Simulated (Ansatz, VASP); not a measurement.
## PC3 in VASP and in Ansatz

```
P C
1.0
     4.05986    0.00000    0.00000
     0.00000    4.05986    0.00000
     0.00000    0.00000    4.05986
P C
2 6
Cartesian
  0.0000 0.0000 0.0000
  2.0299 2.0299 2.0299
  1.0150 0.0000 2.0299
  2.0299 3.0449 0.0000
  3.0449 0.0000 2.0299
  2.0299 1.0150 0.0000
  0.0000 2.0299 3.0449
  0.0000 2.0299 1.0150
```

Change from the starting cell: species swapped into the SnMo3 type (Pm-3n, No. 223).

Alike in both runs: functional PBE; k mesh 4 × 4 × 4; occupations gaussian, width 0.1 eV; no spin polarisation.

Ansatz relaxed the structure, and its values are those at the end. VASP's run is a single point on that final structure, the one shown.

```csv
,VASP,Ansatz
version,VASP 6.6.1,Ansatz 0.2.0
potentials or method,"VASP PAW PBE potentials, release 64 (P, C)","scalar-relativistic, plane waves, PAW"
plane-wave cutoff (eV),520,420
valence electrons in the cell,34,34
```

VASP gave:

- gap on the k mesh at the Fermi level (eV): none
- pressure (GPa): -0.5

Q: Estimate Ansatz's values.

A: gap on the k mesh at the Fermi level (eV): none; pressure (GPa): -0.4.

A gap of «none» marks a metal or a gap that the smearing closes. With one functional, cell and mesh, what is left measures potentials, basis and numerics.

Caveats: the k mesh is coarse (spacing up to 0.39 Å⁻¹), so the values aren't converged.
